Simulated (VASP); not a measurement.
Write the native input for VASP 6.6.1 that does the following.

```
Task                   : relaxation of cell and atoms
Functional             : PBEsol
Potentials or basis    : VASP PAW PBE potentials, release 64 (Sn_d)
Cutoff                 : 520 eV
k mesh                 : 8 × 8 × 8
Occupations            : gaussian, width 0.02 eV
Spin                   : no spin polarisation
Further INCAR settings : ALGO = Normal; EDIFF = 1e-07; IBRION = 2; EDIFFG = -0.002; NSW = 80; ISIF = 3
```

The structure of Sn lies in POSCAR:

```
Sn
1.0
    0.0000000000      3.2333428000      3.2333428000
    3.2333428000      0.0000000000      3.2333428000
    3.2333428000      3.2333428000      0.0000000000
Sn
2
Direct
    0.0000000000      0.0000000000      0.0000000000
    0.2500000000      0.2500000000      0.2500000000
```

This isn't the form of Sn at room conditions, which is tetragonal (white tin).

The input as run:

INCAR

```
ALGO = Normal ; EDIFF = 1E-7
EDIFFG = -0.002 ; ENCUT = 520
GGA = PS ; IBRION = 2
ISIF = 3 ; ISMEAR = 0
KPAR = 4 ; LASPH = T
LCHARG = F ; LREAL = F
LWAVE = F ; NELM = 80
NSW = 80 ; PREC = Accurate
SIGMA = 0.02
```

KPOINTS

```
k-points
0
Gamma
  8 8 8
```

Potentials or basis: VASP PAW PBE potentials, release 64 (Sn_d).

Run with:

```bash
$ cat potpaw_PBE.64/Sn_d/POTCAR > POTCAR
$ mpirun -np 4 vasp_std > vasp.out
```

It gave:

| Property | Result |
| --- | --- |
| Relaxed volume | 34.89 Å³/atom |
| Relaxed cell | a = 4.621 Å, b = 4.621 Å, c = 4.621 Å, α = 60.00°, β = 60.00°, γ = 60.00° |
| Space group after relaxing (to 0.05 Å) | Fd-3m (No. 227) |
| Energy gained by relaxing | 4.7 meV/atom |
| Ionic steps | 3 |
| Pressure after relaxing | 0.0 GPa |
| Band gap on the k mesh | none (metal or under the smearing width) |

Caveat: the PAW data sets were made with another functional, which shifts forces and pressure a little.

Wall time 25 s on 4 MPI ranks on Intel(R) Xeon(R) Platinum 8488C (Sapphire Rapids) (shared host), peak memory 0.22 GiB a rank.
